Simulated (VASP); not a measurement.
Method: PBE GGA, VASP's PBE PAW potentials (set 64) (plane waves; VASP 6.6.1).

The input files of a VASP run:

**INCAR**
```
SYSTEM = Ti
PREC = Accurate; ENCUT = 400; LREAL = .FALSE.
LASPH = .TRUE.
EDIFF = 1E-6; NELM = 100; ALGO = Normal
LMAXMIX = 4
ISMEAR = 2; SIGMA = 0.02
GGA = PE
ISIF = 2
LWAVE = .FALSE.; LCHARG = .FALSE.
```

File POSCAR:
```
Ti
3.0143430
  0.5034108593  -0.8640473231   0.0000000000
  0.5034108593   0.8640473231   0.0000000000
  0.0000000000   0.0000000000   1.5103619595
Ti
2
direct
  0.3333330000   0.6666670000   0.2500000000
  0.6736160000   0.3402820000   0.7500000000
```

### KPOINTS
```
Automatic mesh
0
Gamma
12 12 7
0 0 0
```

POTCAR, in this order: Ti_sv (PBE.64 set). Program: vasp_std.

Output of the run:

File OSZICAR:
```
       N       E                     dE             d eps       ncg     rms          rms(c)
DAV:   1     0.226979100921E+03    0.22698E+03   -0.11953E+04  9496   0.158E+03
DAV:   2     0.933615195872E+01   -0.21764E+03   -0.21635E+03  9920   0.453E+02
DAV:   3    -0.167240341910E+02   -0.26060E+02   -0.25876E+02 18624   0.129E+02
DAV:   4    -0.177731848483E+02   -0.10492E+01   -0.10485E+01  9712   0.267E+01
DAV:   5    -0.178303677676E+02   -0.57183E-01   -0.57175E-01 15744   0.436E+00    0.115E+01
DAV:   6    -0.156232271624E+02    0.22071E+01   -0.87143E+00 11384   0.335E+01    0.282E+00
DAV:   7    -0.156089934650E+02    0.14234E-01   -0.74765E-01 14280   0.714E+00    0.200E+00
DAV:   8    -0.156296677586E+02   -0.20674E-01   -0.19955E-01 11232   0.604E+00    0.692E-01
DAV:   9    -0.156206125801E+02    0.90552E-02   -0.51792E-02 11760   0.259E+00    0.447E-02
DAV:  10    -0.156207683681E+02   -0.15579E-03   -0.17172E-03 14968   0.329E-01    0.736E-02
DAV:  11    -0.156208160982E+02   -0.47730E-04   -0.14416E-04 11000   0.986E-02    0.181E-02
DAV:  12    -0.156208071236E+02    0.89747E-05   -0.27455E-05 12112   0.346E-02    0.562E-03
DAV:  13    -0.156208074050E+02   -0.28142E-06   -0.69919E-07  7144   0.104E-02
   1 F= -.15620807E+02 E0= -.15620806E+02  d E =-.543807E-05
```

### OUTCAR
```
------------------------ aborting loop because EDIFF is reached ----------------------------------------
  FORCE on cell =-STRESS in cart. coord.  units (eV):
  Direction    XX          YY          ZZ          XY          YZ          ZX
  --------------------------------------------------------------------------------------
  Total       -1.4575030     -1.2672973     -0.1954905     -0.0734103      0.0000000      0.0000000
  in kB      -64.8889693    -56.4208917     -8.7033613     -3.2682728      0.0000000      0.0000000
  external PRESSURE =     -43.3377408 kB  Pullay stress =       0.0000000 kB
  volume of cell :       35.99
      direct lattice vectors                 reciprocal lattice vectors
     1.517453000 -2.604535000  0.000000000     0.329499497 -0.191972847  0.000000000
     1.517453000  2.604535000  0.000000000     0.329499497  0.191972847  0.000000000
     0.000000000  0.000000000  4.552749000     0.000000000  0.000000000  0.219647514
 POSITION                                       TOTAL-FORCE (eV/Angst)
 -----------------------------------------------------------------------------------
      1.51745      0.86818      1.13819         0.029222      0.030557     -0.000000
      1.53854     -0.86818      3.41456        -0.029222     -0.030557      0.000000
 -----------------------------------------------------------------------------------
    total drift:                               -0.000024     -0.000040     -0.000000
  FREE ENERGIE OF THE ION-ELECTRON SYSTEM (eV)
  ---------------------------------------------------
  free  energy   TOTEN  =       -15.6208074050 eV

  energy  without entropy=      -15.6208019669  energy(sigma->0) =      -15.62080605
```
(Selected blocks of OUTCAR.)

**OUTCAR**
```
 val. band max:        7.9683841229   @ k =   0.2500   0.3333  -0.2857

 cond. band min:       7.9766604423   @ k =   0.2500   0.5000  -0.4286


 Fermi energy:         7.9693959113

 k-point     1 :       0.0000    0.0000    0.0000
  band No.  band energies     occupation
      1     -48.9604      2.00000
      2     -48.8175      2.00000
      3     -25.5515      2.00000
      4     -24.9790      2.00000
      5     -24.9699      2.00000
      6     -24.8622      2.00000
      7     -24.8581      2.00000
      8     -24.8540      2.00000
      9       1.8785      2.00000
     10       5.4039      2.00000
     11       8.6067      0.00000
     12       8.7136      0.00000
     13       9.0970      0.00000
     14       9.1183      0.00000
     15       9.1861      0.00000
     16       9.2609      0.00000

 k-point     2 :       0.0833   -0.0000    0.0000
  band No.  band energies     occupation
      1     -48.9549      2.00000
      2     -48.8165      2.00000
      3     -25.5377      2.00000
      4     -25.0019      2.00000
      5     -24.9788      2.00000
      6     -24.8830      2.00000
      7     -24.8658      2.00000
      8     -24.8600      2.00000
      9       2.0593      2.00000
     10       5.5358      2.00000
     11       8.3594      0.00000
     12       8.6730      0.00000
     13       8.8213      0.00000
     14       9.1028      0.00000
     15       9.1942      0.00000
     16       9.2366      0.00000

 k-point     3 :      -0.0000    0.0833    0.0000
  band No.  band energies     occupation
      1     -48.9550      2.00000
      2     -48.8164      2.00000
      3     -25.5381      2.00000
      4     -24.9973      2.00000
      5     -24.9833      2.00000
      6     -24.8863      2.00000
      7     -24.8653      2.00000
      8     -24.8567      2.00000
      9       2.0591      2.00000
     10       5.5341      2.00000
     11       8.3740      0.00000
     12       8.6611      0.00000
     13       8.8054      0.00000
...
```

The compound is Ti in the hcp structure. The cell was not relaxed at this level, atoms are displaced from their ideal sites. The run is one of a series of settings (ISMEAR = 2, SIGMA = 0.02 against the base run), some of them coarse on purpose.
